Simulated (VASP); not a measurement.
VASP ran on this input.

INCAR:
```
ALGO = Normal
EDIFF = 1E-6
EDIFFG = -0.02
ENCUT = 530
GGA = PS
IBRION = 2
ISIF = 3
ISMEAR = 0
LASPH = T
LCHARG = F
LMAXMIX = 6
LREAL = F
LWAVE = F
NELM = 100
NSW = 60
PREC = Accurate
SIGMA = 0.05
SYSTEM = CeO2
```

POSCAR:
```
CeO2
1
    0.0000000000     2.6987961190     2.6987961190
    2.6987961190     0.0000000000     2.6987961190
    2.6987961190     2.6987961190    -0.0000000000
Ce O
1 2
Direct
  0.0000000000   0.0000000000   0.0000000000
  0.2500000000   0.2500000000   0.2500000000
  0.7500000000   0.7500000000   0.7500000000
```

### KPOINTS
```
Automatic mesh
0
Gamma
7 7 7
0 0 0
```

POTCAR, in this order: Ce O (PBE.64 set). Program: vasp_std.

Question: Translate this PBEsol calculation to Ansatz.

Answer: One equivalent input (not run):
Ansatz 0.2 input:
```yaml
crystal:
  lattice:
    - [0.0000000, 2.6987961, 2.6987961]
    - [2.6987961, 0.0000000, 2.6987961]
    - [2.6987961, 2.6987961, 0.0000000]
  atoms:
    - { symbol: Ce, position: [0.0000000, 0.0000000, 0.0000000] }
    - { symbol: O, position: [0.2500000, 0.2500000, 0.2500000] }
    - { symbol: O, position: [0.7500000, 0.7500000, 0.7500000] }
kpoints:
  mp_grid: { grid: [7, 7, 7] }
hamiltonian:
  xc: pbesol
  pseudopotentials: { kind: paw }
scf:
  occupations: { method: gaussian, width: 0.05 }
  max_iter: 100
relax:
  max_steps: 60
  f_tol: 0.02
  cell: {}
output: { forces: true, stress: true, eigenvalues: true }
```
The two are equivalent in intent, not identical: each code has its own PAW files, so the cut-off isn't converted (ENCUT is set for VASP's; basis.ecutwfc is left out, and Ansatz then takes the one that its files recommend); Ansatz stops its SCF on the density residual and VASP on the energy change (EDIFF).

The compound is CeO2 in the fluorite structure. It was relaxed first. The start is the result of an earlier pass.
